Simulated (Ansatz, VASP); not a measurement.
# Cross-check of InTe2 between VASP and Ansatz, part 2 of 2

One calculation is typed for both programs; each brings its own data sets. How far apart do they land? The cell is generated by rule, not measured, and may not be a known phase. The cell is taken from a series of runs on this material, whose earlier steps may have relaxed, scaled, displaced or heated it; both programs get it as it stands.

VASP 6.6.1 and Ansatz 0.2.0.

So far: Starting point; VASP: relaxation of cell and atoms, PBE with D3(BJ), pair 1; Ansatz: relaxation of cell and atoms, PBE with D3(BJ), pair 1; Comparison.

### Step 5. Ansatz: relaxation of cell and atoms, PBE with D3(BJ), pair 2

Level of this step: Ansatz beside VASP: Kohn-Sham DFT, plane waves, PBE with D3(BJ) (Ansatz).

The relaxed volume is the usual yardstick between codes: in a stiff, nearly cubic crystal its relative difference is about their pressure difference at one cell divided by the bulk modulus. This pair takes another cell of the material, with 6 atoms against 3 for the pair before.

The cell is taken from a series of runs on this material, whose earlier steps may have relaxed, scaled, displaced or heated it; both programs get it as it stands.

File input.yaml:

```yaml
crystal:
  lattice:
    - [5.645185554, 0.0, 0.0]
    - [0.0, 5.645185554, 0.0]
    - [0.0, 0.0, 6.0784004258]
  atoms:
    - { symbol: In, position: [0.5, 0.5, 0.5] }
    - { symbol: In, position: [0.0, 0.0, 0.0] }
    - { symbol: Te, position: [0.0, 0.5, 0.154678252] }
    - { symbol: Te, position: [0.5, 0.0, 0.845321748] }
    - { symbol: Te, position: [0.0, 0.5, 0.654678252] }
    - { symbol: Te, position: [0.5, 0.0, 0.345321748] }
kpoints:
  mp_grid: { grid: [6, 6, 6] }
hamiltonian:
  xc: pbe
  dispersion: d3bj
scf:
  occupations: { method: methfessel_paxton, width: 0.2 }
output:
  forces: true
  stress: true
  eigenvalues: true
relax:
  adjacent_minimum: "off"
  f_tol: 0.001
  max_steps: 60
  cell: { stress_tol: 0.01 }
```

Launch:

```console
ansatz run input.yaml --threads 8 --pin off --max-ram 14336MiB --backend cpu --events-out ev --progress --plain --runs-dir out
```

Numbers of over 12 decimals in the logs are rounded to 6 here.

Output:

```text
[...]
Crystal: 6 atoms, lattice volume = 193.707 Å³
Basis set: ecut = 420 eV, 3785 PW (Γ), exchange–correlation on 80×80×90 points (8 copies of the dense FFT grid, shifted against one another)
Bands: 54, of which v1, the nominal top of the filled ones, is band 45 counted from 1 (44 counted from 0)
Symmetry: 16 space group operations
[...]
k-points: 40 of 216
[...]
cell:  # Å, volume = 193.4422 Å³
    - [5.640784, 0, 0.0]
    - [0, 5.640784, 0.0]
    - [0.0, 0.0, 6.079561]
  atoms:
    - { symbol: In, position: [0.500000, 0.500000, 0.500000] }
    - { symbol: In, position: [0, 0, 0] }
    - { symbol: Te, position: [0, 0.500000, 0.153917] }
    - { symbol: Te, position: [0.500000, 0, 0.846083] }
    - { symbol: Te, position: [0, 0.500000, 0.653917] }
    - { symbol: Te, position: [0.500000, 0, 0.346083] }
[key lines of the parts left out:]
SCF converged after 5 iterations
Free energy (F): -39118.155160 eV
Fermi energy:    8.305893 eV
P = ⅓ Tr σ = -0.0024 GPa (-0.024 kbar)
```

### Step 6. VASP: relaxation of cell and atoms, PBE with D3(BJ), pair 2

The same cell, functional, mesh and smearing now go to VASP, with its own data sets.

File INCAR:

```
SYSTEM = InTe2
PREC = Accurate
ENCUT = 500
EDIFF = 1E-07
NELM = 120
ISMEAR = 1
SIGMA = 0.2
LREAL = .FALSE.
ALGO = Normal
GGA = PE
IVDW = 12
NBANDS = 31
LORBIT = 11
LWAVE = .FALSE.
LCHARG = .FALSE.
ISIF = 3
IBRION = 2
NSW = 80
EDIFFG = -0.005
LASPH = .TRUE.
GGA_COMPAT = .FALSE.
NELMIN = 4
KPAR = 2
```

File POSCAR:

```
InTe2
1.0
    5.6451860000      0.0000000000      0.0000000000
    0.0000000000      5.6451860000      0.0000000000
    0.0000000000      0.0000000000      6.0784000000
In Te
2 4
Direct
    0.5000000000      0.5000000000      0.5000000000
    0.0000000000      0.0000000000      0.0000000000
    0.0000000000      0.5000000000      0.1546782459
    0.5000000000      0.0000000000      0.8453217541
    0.0000000000      0.5000000000      0.6546782459
    0.5000000000      0.0000000000      0.3453217541
```

File KPOINTS:

```
Automatic mesh
0
Gamma
6 6 6
0 0 0
```

Potentials, in the order of the species: In_d and Te (PBE family, release 64).

Launch:

```console
mpirun -np 2 vasp_std
```

Output:

```text
[banner, memory and clock lines left out]
running    2 mpi-ranks, on    1 nodes
[...]
LDA part: xc-table for (Slater+PW92), standard interpolation
 POSCAR, INCAR and KPOINTS ok, starting setup
[...]
entering main loop
       N       E                     dE             d eps       ncg     rms          rms(c)
DAV:   1     0.405794691138E+03    0.40579E+03   -0.20375E+04  2480   0.151E+03
DAV:   2     0.303346489956E+02   -0.37546E+03   -0.36291E+03  2621   0.369E+02
DAV:   3    -0.159676971648E+02   -0.46302E+02   -0.44686E+02  3195   0.141E+02
DAV:   4    -0.181483865080E+02   -0.21807E+01   -0.21718E+01  2999   0.311E+01
[...]
DAV:  15    -0.180376247487E+02   -0.17968E-06   -0.62276E-08  1947   0.255E-03    0.341E-04
DAV:  16    -0.180376248907E+02   -0.14199E-06   -0.29996E-08  1870   0.207E-03    0.515E-04
DAV:  17    -0.180376248574E+02    0.33320E-07   -0.10060E-08  1758   0.117E-03
   1 F= -.20335735E+02 E0= -.20336926E+02  d E =-.203357E+02
[... from here on, the cycles between the ionic steps are left out ...]
   2 F= -.20335885E+02 E0= -.20337004E+02  d E =-.149520E-03
   3 F= -.20335885E+02 E0= -.20337010E+02  d E =-.149722E-03
   4 F= -.20335885E+02 E0= -.20337011E+02  d E =-.149699E-03
   5 F= -.20335900E+02 E0= -.20337008E+02  d E =-.151531E-04
   6 F= -.20335902E+02 E0= -.20337004E+02  d E =-.164973E-04
   7 F= -.20335902E+02 E0= -.20337002E+02  d E =-.166636E-04
   8 F= -.20335912E+02 E0= -.20337010E+02  d E =-.105810E-04
[...]
trial-energy change:   -0.000011  1 .order   -0.000009   -0.000010   -0.000009
 step:   4.2558(harm=  9.1260)  dis= 0.00171  next Energy=   -20.335945 (dE=-0.430E-04)
 reached required accuracy - stopping structural energy minimisation
```

From OUTCAR (step 6):

```text
 Edisp (eV)   -2.30326

 Edisp (eV)   -2.30323

  Total       0.00824     0.00824    -0.01790     0.00000    -0.00000     0.00000
  in kB       0.06829     0.06829    -0.14834     0.00000    -0.00000     0.00000
  external pressure =       -0.00 kB  Pullay stress =        0.00 kB

 POSITION                                       TOTAL-FORCE (eV/Angst)
 -----------------------------------------------------------------------------------
      2.81958      2.81958      3.03945         0.000000      0.000000      0.000000
      0.00000      0.00000      0.00000        -0.000000      0.000000      0.000000
      0.00000      2.81958      0.93896        -0.000000     -0.000000     -0.004728
      2.81958      5.63915      5.13993        -0.000000      0.000000      0.004728
      5.63915      2.81958      3.97841         0.000000     -0.000000     -0.004728
      2.81958      5.63915      2.10048        -0.000000      0.000000      0.004728
 -----------------------------------------------------------------------------------
    total drift:                                0.000000      0.000000     -0.000000

  FREE ENERGIE OF THE ION-ELECTRON SYSTEM (eV)
  ---------------------------------------------------
  free  energy   TOTEN  =       -20.3359122587 eV

  energy  without entropy=      -20.3392056595  energy(sigma->0) =      -20.33701006

[... 1 part as in an earlier step ...]

[... 3 further parts left out ...]
[key lines of the parts left out:]
E-fermi :   5.6001
```

The k-mesh is coarse for a metal. The run keeps the 16 symmetry operations of its start, so it cannot find a distortion of lower symmetry.

### Step 7. Differences

What differs besides the data sets and the points named for the pairs above, as far as they apply: the data sets hold 90 valence electrons in Ansatz (on its default PAW (the set named soft_2) files) and 50 in VASP. Total energies have different zeros and are not compared.

Both answers:

| quantity | Ansatz | VASP | difference |
| --- | --- | --- | --- |
| volume (Å³) | 193.44 | 193.31 | +0.07 % |
| edge a after relaxation, in the typed setting (Å) | 5.641 | 5.639 | +0.03 % |
| edge c after relaxation, in the typed setting (Å) | 6.080 | 6.079 | +0.01 % |

### Step 8. What came out

* difference in volume (relaxation of cell and atoms, PBE with D3(BJ), pair 1): 0.043 %
* difference in volume (relaxation of cell and atoms, PBE with D3(BJ), pair 2): 0.069 %

**Reading.** The difference in volume is 0.069 % (relaxation of cell and atoms, PBE with D3(BJ), pair 2), within the 1.2 % picked in this series as the mark of a large difference, as far as the stopping tolerances let one tell. The data sets hold unlike numbers of valence electrons (45 in Ansatz and 25 in VASP and 90 in Ansatz and 50 in VASP), so part of the differences comes from the potentials. 2 further runs of this series are not shown here. How closely two codes agree says nothing of how well the functional describes the real material.

[Lines on the potential files, build, host, timing and source positions are cut from VASP's logs without a mark.]

[Logs are printed without paths, hosts, clocks, repeated set-up lines and the standing remarks that a program may print on its own settings, such as how far it seeks lower states.]

[Hosts, paths, dates, database ids (printed as entryN), source tags and the programs' standing remarks are cut or masked in the printed files.]
